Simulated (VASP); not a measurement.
```xyz
2
Lattice="2.7239 0.0000 0.0000 0.0000 2.7239 0.0000 0.0000 0.0000 3.4980" Properties=species:S:1:pos:R:3 pbc="T T T"
Cu     0.0000     0.0000     0.0000
Au     1.3620     1.3620     1.7490
```

These are PBE GGA, VASP's PBE PAW potentials (set 64) (plane waves; VASP) values and carry that method's errors. Numerical set-up: 500 eV cut-off, 13×13×10 Γ-centred mesh, first-order Methfessel-Paxton smearing of 0.10 eV, potentials Cu Au.

Energy and stress use the plane-wave basis of the starting cell.

Task: The ions, cell shape and volume at an external pressure of 45.0 GPa are relaxed. Predict the relaxed structure.

Result: 
```xyz
2
Lattice="2.6938 0.0000 0.0000 0.0000 2.6938 0.0000 0.0000 0.0000 3.4137" Properties=species:S:1:pos:R:3 pbc="T T T"
Cu     0.0000     0.0000     3.4137
Au     1.3469     1.3469     1.7069
```
Space group P4/mmm (123), at a tolerance of 0.03 Å.

Task: How do energy and volume change from the first to the last step?

Result: The energy (σ→0) changes by +136.8 meV/atom and the volume by -4.6 %, in 9 ionic steps.

The compound is CuAu in the L1_0 structure. This run relaxes it under an external pressure of 45 GPa. Symmetry was kept, so distortions that lower it aren't found.
